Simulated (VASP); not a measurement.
Data:

```
O2Si
1.0
    4.18319     0.00000     0.00000
    0.00000     4.18319     0.00000
    0.00000     0.00000     2.67333
Si O
2 4
Direct
  0.00000   0.00000   0.00000
  0.50000   0.50000   0.50000
  0.30600   0.30600   0.00000
  0.80600   0.19400   0.50000
  0.19400   0.80600   0.50000
  0.69400   0.69400   0.00000
```

The numbers are results of r2SCAN meta-GGA, VASP's PBE PAW potentials (set 64) (plane waves; VASP), not measurements. Numerical set-up: PREC = Normal, EDIFF = 1E-5, 450 eV cut-off, 7×7×11 Γ-centred mesh, Gaussian smearing of 0.050 eV, potentials Si O.

At this cut-off the stress carries a Pulay error, which pulls relaxed volumes low.

Task: Give the stress tensor in GPa (positive for a compressed cell).

Result: 
```
-1.39   0.00   0.00
 0.00  -1.39   0.00
 0.00   0.00  -1.29
```
The pressure is its mean diagonal, -1.36 GPa.

The compound is SiO2 in the rutile structure, stishovite, a high-pressure form. It was relaxed first.
